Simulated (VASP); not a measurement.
VASP input:

File POSCAR:
```
Pb
1.0
 -1.9796600000   1.9796600000   1.9796600000
  1.9796600000  -1.9796600000   1.9796600000
  1.9796600000   1.9796600000  -1.9796600000
Pb
1
Direct
  0.0000000000   0.0000000000   0.0000000000
```

**KPOINTS**
```
Automatic mesh
0
Gamma
15 15 15
0 0 0
```

### INCAR
```
! general
SYSTEM  = Pb
PREC    = Accurate
ENCUT   = 300
LREAL   = .False.
LASPH   = .True.

! electronic loop
EDIFF   = 1E-6
NELM    = 100
ALGO    = Normal
LMAXMIX = 4

! smearing
ISMEAR  = -1
SIGMA   = 0.1

! functional
GGA     = PS

! ions
ISIF    = 2

! output
LWAVE   = .False.
LCHARG  = .False.
```

POTCAR, in this order: Pb_d (PBE.64 set). Program: vasp_std.

Write an equivalent input for Ansatz.

One equivalent input (not run):
Ansatz 0.2 input:
```yaml
crystal:
  lattice:
    - [-1.9796600, 1.9796600, 1.9796600]
    - [1.9796600, -1.9796600, 1.9796600]
    - [1.9796600, 1.9796600, -1.9796600]
  atoms:
    - { symbol: Pb, position: [0.0000000, 0.0000000, 0.0000000] }
kpoints:
  mp_grid: { grid: [15, 15, 15] }
hamiltonian:
  xc: pbesol
  pseudopotentials: { kind: paw }
scf:
  occupations: { method: fermi_dirac, width: 0.1 }
  max_iter: 100
output: { forces: true, stress: true, eigenvalues: true }
```
Limits of the translation: each code has its own PAW files, so the cut-off isn't converted (ENCUT is set for VASP's; basis.ecutwfc is left out, and Ansatz then takes the one that its files recommend); Ansatz stops its SCF on the density residual and VASP on the energy change (EDIFF).

The structure comes from a computed database's Pb entry (Im-3m); how it stands against other phases isn't given here. The cell was not relaxed at this level.
